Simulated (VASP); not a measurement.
Output of a VASP run:

OSZICAR:
```
       N       E                     dE             d eps       ncg     rms          rms(c)
DAV:   1     0.772693251683E+02    0.77269E+02   -0.80123E+03  3206   0.146E+03
DAV:   2    -0.126360251623E+02   -0.89905E+02   -0.86539E+02  3421   0.337E+02
DAV:   3    -0.142145156819E+02   -0.15785E+01   -0.15648E+01  3650   0.440E+01
DAV:   4    -0.142224217522E+02   -0.79061E-02   -0.79042E-02  3408   0.338E+00
DAV:   5    -0.142224797176E+02   -0.57965E-04   -0.57966E-04  3643   0.293E-01    0.232E+01
DAV:   6    -0.137198704039E+02    0.50261E+00   -0.54663E-01  3409   0.989E+00    0.958E+00
DAV:   7    -0.135800842428E+02    0.13979E+00   -0.30897E-01  3517   0.692E+00    0.543E-01
DAV:   8    -0.135751654009E+02    0.49188E-02   -0.44693E-03  3265   0.105E+00    0.123E-01
DAV:   9    -0.135749748363E+02    0.19056E-03   -0.16701E-04  3671   0.164E-01    0.378E-02
DAV:  10    -0.135749757908E+02   -0.95450E-06   -0.16452E-05  3465   0.563E-02    0.318E-03
DAV:  11    -0.135749759678E+02   -0.17699E-06   -0.14458E-07  2765   0.541E-03    0.421E-04
DAV:  12    -0.135749760100E+02   -0.42234E-07   -0.85851E-09  1793   0.140E-03
   1 F= -.13574976E+02 E0= -.13574789E+02  d E =-.560463E-03
```

**OUTCAR**
```
------------------------ aborting loop because EDIFF is reached ----------------------------------------
  FORCE on cell =-STRESS in cart. coord.  units (eV):
  Direction    XX          YY          ZZ          XY          YZ          ZX
  --------------------------------------------------------------------------------------
  Total        0.9422982      0.9422982      0.9422982     -0.0000000     -0.0000000      0.0000000
  in kB       99.4520224     99.4520224     99.4520224     -0.0000000     -0.0000000      0.0000000
  external PRESSURE =      99.4520224 kB  Pullay stress =       0.0000000 kB
  volume of cell :       15.18
      direct lattice vectors                 reciprocal lattice vectors
    -1.559822237  1.559822237  1.559822237     0.000000000  0.320549347  0.320549347
     1.559822237 -1.559822237  1.559822237     0.320549347  0.000000000  0.320549347
     1.559822237  1.559822237 -1.559822237     0.320549347  0.320549347  0.000000000
 POSITION                                       TOTAL-FORCE (eV/Angst)
 -----------------------------------------------------------------------------------
      0.00000      0.00000      0.00000         0.000000      0.000000      0.000000
 -----------------------------------------------------------------------------------
    total drift:                                0.000000     -0.000000      0.000000
  FREE ENERGIE OF THE ION-ELECTRON SYSTEM (eV)
  ---------------------------------------------------
  free  energy   TOTEN  =       -13.5749760100 eV

  energy  without entropy=      -13.5744155473  energy(sigma->0) =      -13.57478919
```
(Selected blocks of OUTCAR.)

File POSCAR:
```
W
1
   -1.5598222371     1.5598222371     1.5598222371
    1.5598222371    -1.5598222371     1.5598222371
    1.5598222371     1.5598222371    -1.5598222371
W
1
Direct
  0.0000000000   0.0000000000   0.0000000000
```

Question: Reconstruct the remaining input files.

Answer: This is not unique; one that fits is the input of the run itself, AM05 GGA, plane waves, VASP's PBE PAW potentials (set 64).

### INCAR
```
! general
SYSTEM  = W
PREC    = Accurate
ENCUT   = 520
LREAL   = .FALSE.
LASPH   = .TRUE.   ! aspherical one-centre terms

! electronic loop
EDIFF   = 1E-7
NELM    = 100
ALGO    = Normal   ! blocked Davidson
LMAXMIX = 6   ! l cut-off of mixed one-centre charges

! smearing
ISMEAR  = 1   ! Methfessel-Paxton
SIGMA   = 0.1   ! width (eV)

! functional
GGA     = AM

! ions
ISIF    = 2

! output
LWAVE   = .FALSE.
LCHARG  = .FALSE.
```

**KPOINTS**
```
Automatic
0
gamma
 16 16 16
```

POTCAR, in this order: W_sv (PBE.64 set). Program: vasp_std.

The compound is W in the bcc structure. This cell is one point of a volume scan, at 0.97 of the reference volume.
